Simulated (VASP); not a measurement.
# CoSi2 with r2SCAN: from relaxation to properties

Wanted: the relaxed cell of CoSi2 and its properties. The steps: magnetic order: ferromagnetic, magnetic order: antiferromagnetic, q = (0, 0, 1/2), magnetic order: antiferromagnetic, q = (1/2, 1/2, 0), the orders side by side, relaxing cell and atoms (r2SCAN), second relaxation, single point with fields (r2SCAN), band structure (r2SCAN), total and projected DOS (r2SCAN), field gradients at the nuclei (r2SCAN) and independent-particle dielectric function (r2SCAN). The start is a cell from a database of measured crystal structures.

Calculated with VASP 6.6.1; r2SCAN, spin-polarised from a ferromagnetic start (one magnetic atom a cell); plane waves and PAW (Co, Si), in the first sound run; inputs show where later runs differ.

**1. Set-up**

Symmetry: Fm-3m, No. 225, cubic system. Conventional cell: a = 5.365 Å, b = 5.365 Å, c = 5.365 Å, α = 90.00°, β = 90.00°, γ = 90.00°. Nearest to Co lie 8 Si at 2.32 Å. Nearest to Si lie 4 Co at 2.32 Å. Farther neighbours are not listed.

As a file:

```xyz
3
Lattice="0.0000 2.6825 2.6825 2.6825 0.0000 2.6825 2.6825 2.6825 0.0000" Properties=species:S:1:pos:R:3 pbc="T T T"
Co    0.0000    0.0000    0.0000
Si    1.3413    1.3413    1.3413
Si    4.0237    4.0237    4.0237
```

**2. Magnetic order: ferromagnetic**

The properties of a magnet depend on its order, so a few collinear patterns are compared first on the cell as listed, beginning with all moments parallel. r2SCAN adds the kinetic-energy density, costs more than a GGA and is run with LASPH.

The input, INCAR:

```
SYSTEM = CoSi2
PREC = Accurate
ENCUT = 400
EDIFF = 1E-06
NELM = 100
ISMEAR = 0
SIGMA = 0.05
LREAL = .FALSE.
ALGO = Normal
METAGGA = R2SCAN
LASPH = .TRUE.
NBANDS = 18
ISPIN = 2
MAGMOM = 2 0 0
LMAXMIX = 4
LORBIT = 11
LWAVE = .FALSE.
LCHARG = .FALSE.
KPAR = 8
ISIF = 2
```

The input, POSCAR:

```
CoSi2
1.0
    0.0000000000      2.6825000000      2.6825000000
    2.6825000000      0.0000000000      2.6825000000
    2.6825000000      2.6825000000      0.0000000000
Co Si
1 2
Direct
    0.0000000000      0.0000000000      0.0000000000
    0.2500000000      0.2500000000      0.2500000000
    0.7500000000      0.7500000000      0.7500000000
```

The input, KPOINTS:

```
Automatic mesh
0
Gamma
7 7 7
0 0 0
```

PAW data sets: Co and Si (PBE family, release 64).

On the command line:

```sh
mpirun -np 8 vasp_std
```

Output:

```text
[banner, memory and clock lines left out]
running    8 mpi-ranks, on    1 nodes
 distrk:  each k-point on    1 cores,    8 groups
 distr:  one band on    1 cores,    1 groups

 POSCAR found type information on POSCAR CoSi
 POSCAR found :  2 types and       3 ions
|                                                                             |
|           W    W    AA    RRRRR   N    N  II  N    N   GGGG   !!!           |
|           W    W   A  A   R    R  NN   N  II  NN   N  G    G  !!!           |
|           W    W  A    A  R    R  N N  N  II  N N  N  G       !!!           |
|           W WW W  AAAAAA  RRRRR   N  N N  II  N  N N  G  GGG   !            |
|           WW  WW  A    A  R   R   N   NN  II  N   NN  G    G                |
|           W    W  A    A  R    R  N    N  II  N    N   GGGG   !!!           |
|                                                                             |
|     For optimal performance we recommend to set                             |
|       NCORE = 2 up to number-of-cores-per-socket                            |
|     NCORE specifies how many cores store one orbital (NPAR=cpu/NCORE).      |
|     This setting can greatly improve the performance of VASP for DFT.       |
|     The default, NCORE=1 might be grossly inefficient on modern             |
|     multi-core architectures or massively parallel machines. Do your        |
|     Unfortunately you need to use the default for GW and RPA                |
|     calculations (for HF NCORE is supported but not extensively tested      |
|     yet).                                                                   |
|                                                                             |

|                                                                             |
|               ----> ADVICE to this user running VASP <----                  |
|                                                                             |
|     You enforced a specific xc type in the INCAR file but a different       |
|     [... a line on the potential file left out ...]
|     I HOPE YOU KNOW WHAT YOU ARE DOING!                                     |
|                                                                             |

 LDA part: xc-table for (None), standard interpolation
 POSCAR, INCAR and KPOINTS ok, starting setup
 FFT: planning ... GRIDC
 FFT: planning ... GRID_SOFT
 FFT: planning ... GRID
 WAVECAR not read
 entering main loop
       N       E                     dE             d eps       ncg     rms          rms(c)
DAV:   1     0.439665638619E+02    0.43967E+02   -0.57648E+03  1448   0.748E+02
DAV:   2    -0.319638409934E+02   -0.75930E+02   -0.67332E+02  1556   0.177E+02
DAV:   3    -0.352875220808E+02   -0.33237E+01   -0.32507E+01  1802   0.419E+01
DAV:   4    -0.353410738246E+02   -0.53552E-01   -0.53485E-01  1722   0.491E+00
DAV:   5    -0.353426000527E+02   -0.15262E-02   -0.15261E-02  1796   0.845E-01    0.173E+01
DAV:   6    -0.382681951663E+02   -0.29256E+01   -0.24512E+01  1536   0.106E+02    0.213E+01
DAV:   7    -0.318850796796E+02    0.63831E+01   -0.10177E+01  1774   0.742E+01    0.451E+00
DAV:   8    -0.320276556249E+02   -0.14258E+00   -0.11213E+00  1954   0.118E+01    0.322E+00
DAV:   9    -0.319947282688E+02    0.32927E-01   -0.16307E-01  1616   0.624E+00    0.910E-01
DAV:  10    -0.319997490522E+02   -0.50208E-02   -0.11066E-02  1786   0.111E+00    0.457E-01
DAV:  11    -0.320003881216E+02   -0.63907E-03   -0.18505E-03  1878   0.342E-01    0.269E-01
DAV:  12    -0.320002753995E+02    0.11272E-03   -0.85615E-04  1856   0.404E-01    0.690E-02
DAV:  13    -0.320002986752E+02   -0.23276E-04   -0.13079E-04  1632   0.880E-02    0.235E-02
DAV:  14    -0.320003016618E+02   -0.29866E-05   -0.88716E-06  1672   0.232E-02    0.135E-02
DAV:  15    -0.320003032240E+02   -0.15621E-05   -0.18800E-06  1422   0.170E-02    0.696E-03
DAV:  16    -0.320003035717E+02   -0.34776E-06   -0.82029E-07   804   0.112E-02
   1 F= -.32000304E+02 E0= -.31998985E+02  d E =-.263667E-02  mag=    -0.0001
```

Elapsed: 23 s, on 8 MPI ranks of Intel Xeon Platinum 8488C (Sapphire Rapids), shared host; peak memory 1.5 GiB.

The logs omit lines about the potential files and the build; timing stands in the text.

OUTCAR, selected parts (step 2):

```text
ion  position               nearest neighbor table
   1  0.000  0.000  0.000-   3 2.32   3 2.32   3 2.32   2 2.32   3 2.32   2 2.32   2 2.32   2 2.32

  LATTYP: Found a face centered cubic cell.
 ALAT       =     5.3650000000

 Subroutine GETGRP returns: Found 48 space group operations
 (whereof 48 operations were pure point group operations)

The static configuration has the point symmetry O_h .

 Found     20 irreducible k-points:

   k-points           NKPTS =     20   k-points in BZ     NKDIM =     20   number of bands    NBANDS=     18

   dimension x,y,z NGX =    28 NGY =   28 NGZ =   28
   dimension x,y,z NGXF=    56 NGYF=   56 NGZF=   56

   ENCUT  =  400.0 eV  29.40 Ry    5.42 a.u.   6.19  6.19  6.19*2*pi/ulx,y,z

   NELECT =      17.0000    total number of electrons

 k-points in reciprocal lattice and weights: Automatic mesh
   0.00000000  0.00000000  0.00000000       0.003
   0.14285714  0.00000000  0.00000000       0.023
   0.28571429  0.00000000  0.00000000       0.023
   0.42857143  0.00000000  0.00000000       0.023
   0.14285714  0.14285714  0.00000000       0.017
   0.28571429  0.14285714  0.00000000       0.070
   0.42857143  0.14285714  0.00000000       0.070
  -0.42857143  0.14285714  0.00000000       0.070
  -0.28571429  0.14285714  0.00000000       0.070
[...]
-0.42857143  0.42857143  0.14285714       0.070
  -0.28571429  0.42857143  0.14285714       0.070

 average (electrostatic) potential at core
       1 -83.0837       2 -82.5084       3 -82.5084

 E-fermi :  10.0097

 spin component 1
 k-point     1 :       0.0000    0.0000    0.0000
  band No.  band energies     occupation
    ...
      2       5.6926      1.00000
      3       5.6926      1.00000
      4       5.6926      1.00000
      5       7.9146      1.00000
      6       7.9146      1.00000
      7      11.1271      0.00000
      8      13.5227      0.00000
      9      13.5227      0.00000
     10      13.5227      0.00000
     11      13.5257      0.00000
    ...

 k-point     2 :       0.1429    0.0000    0.0000
  band No.  band energies     occupation
    ...
      2       4.9485      1.00000
      3       5.8050      1.00000
      4       5.8050      1.00000
      5       7.8340      1.00000
      6       7.8340      1.00000
      7      10.5186      0.00000
      8      11.9963      0.00000
      9      12.1844      0.00000
     10      12.1844      0.00000
     11      14.5671      0.00000
    ...

 k-point     3 :       0.2857    0.0000    0.0000
  band No.  band energies     occupation
    ...
      3       6.0505      1.00000
      4       6.0505      1.00000
      5       7.7917      1.00000
      6       7.7917      1.00000
      7       8.7094      1.00000
      8      10.8287      0.00000
      9      10.8287      0.00000
     10      12.7900      0.00000
     11      13.9003      0.00000
     12      13.9003      0.00000
    ...

 k-point     4 :       0.4286    0.0000    0.0000
  band No.  band energies     occupation
    ...
      5       7.8334      1.00000
      6       8.1122      1.00000
      7       8.1122      1.00000
      8       9.6375      1.00000
      9       9.6375      1.00000
     10      13.0722      0.00000
     11      13.5576      0.00000
     12      13.5576      0.00000
     13      14.6503      0.00000
     14      20.0626      0.00000
    ...

 k-point     5 :       0.1429    0.1429    0.0000
  band No.  band energies     occupation
    ...
      2       5.0585      1.00000
      3       5.7075      1.00000
      4       5.7075      1.00000
      5       7.5079      1.00000
      6       8.0216      1.00000
      7      11.0635      0.00000
      8      11.0635      0.00000
      9      11.3939      0.00000
     10      11.8439      0.00000
     11      14.1404      0.00000
    ...

 k-point     6 :       0.2857    0.1429    0.0000
  band No.  band energies     occupation
    ...
      3       5.8227      1.00000
      4       5.9187      1.00000
      5       7.0726      1.00000
      6       8.1037      1.00000
      7       9.0349      1.00000
      8      10.0623      0.06816
      9      10.7022      0.00000
     10      12.1173      0.00000
     11      14.4315      0.00000
     12      15.1523      0.00000
    ...

  Total       -1.3359899     -1.3359899     -1.3359899      0.0000000      0.0000000     -0.0000000
  in kB      -55.4452775    -55.4452775    -55.4452775      0.0000000      0.0000000     -0.0000000
  external PRESSURE =     -55.4452775 kB  Pullay stress =       0.0000000 kB

  energy-cutoff  :      400.00
  volume of cell :       38.61
      direct lattice vectors                 reciprocal lattice vectors
     0.000000000  2.682500000  2.682500000    -0.186393290  0.186393290  0.186393290
     2.682500000  0.000000000  2.682500000     0.186393290 -0.186393290  0.186393290
     2.682500000  2.682500000  0.000000000     0.186393290  0.186393290 -0.186393290

 POSITION                                       TOTAL-FORCE (eV/Angst)
 -----------------------------------------------------------------------------------
      0.00000      0.00000      0.00000        -0.000000      0.000000      0.000000
      1.34125      1.34125      1.34125         0.000000      0.000000      0.000000
      4.02375      4.02375      4.02375        -0.000000     -0.000000     -0.000000
 -----------------------------------------------------------------------------------
    total drift:                               -0.000000     -0.000000      0.000000

  FREE ENERGIE OF THE ION-ELECTRON SYSTEM (eV)
  ---------------------------------------------------
  free  energy   TOTEN  =       -32.0003035717 eV

  energy  without entropy=      -31.9976669065  energy(sigma->0) =      -31.99898524

 total charge
# of ion       s       p       d       tot
------------------------------------------
    1        0.561   0.755   7.583   8.899
    2        0.707   0.885   0.000   1.592
    3        0.707   0.885   0.000   1.592
--------------------------------------------------
tot          1.975   2.525   7.583  12.083

 magnetization (x)
# of ion       s       p       d       tot
------------------------------------------
    1       -0.000   0.000   0.000   0.000
    2        0.000   0.000   0.000   0.000
    3        0.000   0.000   0.000   0.000
--------------------------------------------------
tot         -0.000   0.000   0.000   0.000

[... 6 further parts left out ...]
```

The k-mesh is coarse for a metal. The PAW data sets were made with PBE, which is usual practice but a small mismatch for other functionals. At this level the cell is under a tension of 5.5 GPa, so at these settings it is away from equilibrium.

Numbers from this step:

* SCF cycles: 16
* electrons: 17
* bands: 18
* irreducible k-points: 20
* symmetry operations: 48
* free energy (TOTEN): -32.00 eV
* energy at zero smearing: -32.00 eV
* Fermi energy: 10.01 eV
* pressure: -5.545 GPa
* metallic: yes

The spin moment in the PAW sphere vanishes on all atoms.

The moments fall under 0.1 μB, and the mesh shows no gap.

(Part 1 of 6 ends here.)

[Lines on the potential files, build, host, timing and source positions are cut from VASP's logs without a mark.]

[Logs are printed without paths, hosts, clocks, repeated set-up lines and the standing remarks that a program may print on its own settings, such as how far it seeks lower states.]

[Hosts, paths, dates, database ids (printed as entryN), source tags and the programs' standing remarks are cut or masked in the printed files.]

[A measured line is paired with the nearest computed mode of its activity, which favours agreement.]
